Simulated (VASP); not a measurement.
A convergence study with VASP on BAs (zinc blende): one setting is varied, all else stays as given below, so the limit is that of these other settings.

```
AsB
1.0
    0.00000     2.39000     2.39000
    2.39000     0.00000     2.39000
    2.39000     2.39000     0.00000
B As
1 1
Direct
  0.00000   0.00000   0.00000
  0.25000   0.25000   0.25000
```

Method: PBE GGA, VASP's PBE PAW potentials (set 64) (plane waves; VASP 6.6.1). The tightest run used: 700 eV cut-off, 15×15×15 Monkhorst-Pack mesh, Gaussian smearing of 0.050 eV, potentials B As.

### Question
The settings run are 1×1×1 mesh; 2×2×2 mesh; 3×3×3 mesh; 4×4×4 mesh; 5×5×5 mesh; 6×6×6 mesh; 7×7×7 mesh; 8×8×8 mesh; 9×9×9 mesh; 10×10×10 mesh; 11×11×11 mesh; 12×12×12 mesh; 13×13×13 mesh; 14×14×14 mesh; 15×15×15 mesh. From which on does the stress (every component) stay within 0.2 GPa of the tightest run?

### Answer
From 4×4×4 mesh on: it is off by 0.02 there and by no more than 0.2 in any finer run, while 3×3×3 mesh is off by 2.37.
```tsv
setting	E (eV/atom)	pressure (GPa)	irreducible k-points	difference judged (GPa)
1×1×1 mesh	5.5658	108.19	1	105.03
2×2×2 mesh	-5.6322	3.26	2	0.10
3×3×3 mesh	-5.3853	5.53	4	2.37
4×4×4 mesh	-5.7042	3.14	10	0.02
5×5×5 mesh	-5.6766	3.32	10	0.16
6×6×6 mesh	-5.7047	3.16	28	0.00
7×7×7 mesh	-5.7013	3.17	20	0.01
8×8×8 mesh	-5.7047	3.16	60	0.00
9×9×9 mesh	-5.7042	3.16	35	0.00
10×10×10 mesh	-5.7047	3.16	110	0.00
11×11×11 mesh	-5.7047	3.16	56	0.00
12×12×12 mesh	-5.7047	3.16	182	0.00
13×13×13 mesh	-5.7047	3.16	84	0.00
14×14×14 mesh	-5.7047	3.16	280	0.00
15×15×15 mesh	-5.7047	3.16	120	0.00
```

Left out are rungs that failed or repeat a setting and relaxations that didn't move; long series are thinned to 24 rows.

The compound is BAs in the zinc blende structure. The cell was not relaxed at this level.
